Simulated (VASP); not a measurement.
Data:

```xyz
4
Lattice="5.1829 0.0000 0.0000 0.0000 2.9688 0.0000 0.0000 0.0000 5.6234" Properties=species:S:1:pos:R:3 pbc="T T T"
Mg     3.8872     0.0000     4.7206
Mg     1.2957     0.0000     0.9028
Zr     1.2957     1.4844     3.6809
Zr     3.8872     1.4844     1.9424
```

The numbers are results of PBEsol GGA, VASP's PBE PAW potentials (set 64) (plane waves; VASP), not measurements. Settings: 400 eV cut-off, 7×12×6 Γ-centred mesh, tetrahedra with Blöchl corrections, potentials Mg Zr_sv.

The cores are frozen, which limits the accuracy of field gradients.

### Question
Give the principal components of the electric field gradient (V/Å²) and the asymmetry η at each nucleus.

### Answer

| atom | Vxx | Vyy | Vzz | η |
|---|---|---|---|---|
| Mg1 | 5.0 | 0.5 | -5.5 | 0.82 |
| Mg2 | 5.0 | 0.5 | -5.5 | 0.82 |
| Zr3 | -37.2 | -2.8 | 40.1 | 0.86 |
| Zr4 | -37.2 | -2.8 | 40.1 | 0.86 |

The structure comes from a computed database's MgZr entry (Pmma); how it stands against other phases isn't given here. It was relaxed first.
